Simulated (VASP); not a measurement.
Data:

```yaml
crystal:
  lattice:
    - [1.35500, -2.34693, 0.00000]
    - [1.35500, 2.34693, 0.00000]
    - [0.00000, 0.00000, 4.28000]
  atoms:
    - { symbol: Ru, position: [0.33333, 0.66667, 0.25000] }
    - { symbol: Ru, position: [0.66667, 0.33333, 0.75000] }
```

The numbers are results of PBE GGA, VASP's PBE PAW potentials (set 64) (plane waves; VASP 6.6.1), not measurements. Run with 300 eV cut-off, 9×9×5 Γ-centred mesh, Fermi-Dirac smearing of 0.14 eV, potentials Ru_pv.

At this cut-off the stress carries a Pulay error, which pulls relaxed volumes low.

Task: Predict the energy per atom (σ→0), pressure, band gap (on the k-mesh) with the smallest direct gap where there is one.

Result: 
The band gap (on the k-mesh) comes out as none (metal, semimetal or under 0.01 eV) and the energy per atom (σ→0) is -9.252 eV/atom. The pressure comes out as 2.94 GPa.

Total energies compare only between runs with the same potentials, cut-off and functional.

The structure is a typed Ru crystal (P6_3/mmc). The cell was not relaxed at this level.
